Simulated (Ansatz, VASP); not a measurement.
## Si: VASP beside Ansatz

```xyz
2
Lattice="0.0000 2.7010 2.7010 2.7010 0.0000 2.7010 2.7010 2.7010 0.0000" Properties=species:S:1:pos:R:3 pbc="T T T"
Si    2.6770    2.7010    2.7010
Si    4.0755    4.0515    4.0515
```

Change from the starting cell: mode 4 frozen in at -0.024 Å, equal normal strain along x and y +0.0000.

Alike in both runs: task single point; functional LDA; k mesh 12 × 12 × 12; occupations gaussian, width 0.05 eV; no spin polarisation.

|  | VASP | Ansatz |
| --- | --- | --- |
| version | VASP 6.6.1 | Ansatz 0.2.0 |
| potentials or method | VASP PAW LDA potentials, release 64 (Si) | scalar-relativistic, plane waves, PAW |
| plane-wave cutoff (eV) | 520 | 420 |
| valence electrons in the cell | 8 | 8 |

|  | VASP | Ansatz | Ansatz less VASP |
| --- | --- | --- | --- |
| gap on the k mesh at the Fermi level (eV) | 0.19 | 0.19 | 0.000 |
| least direct gap on the mesh (eV) | 2.16 | 2.16 | +0.001 |
| pressure (GPa) | 0.1 | 0.1 | -0.04 |
| largest component of the traceless stress (GPa) | 1.95 | 1.94 | -0.004 |
| rms of the force components (eV/Å) | 0.376 | 0.376 | +0.0001 |

Atom by atom the forces differ by 0.000 eV/Å (rms over components).
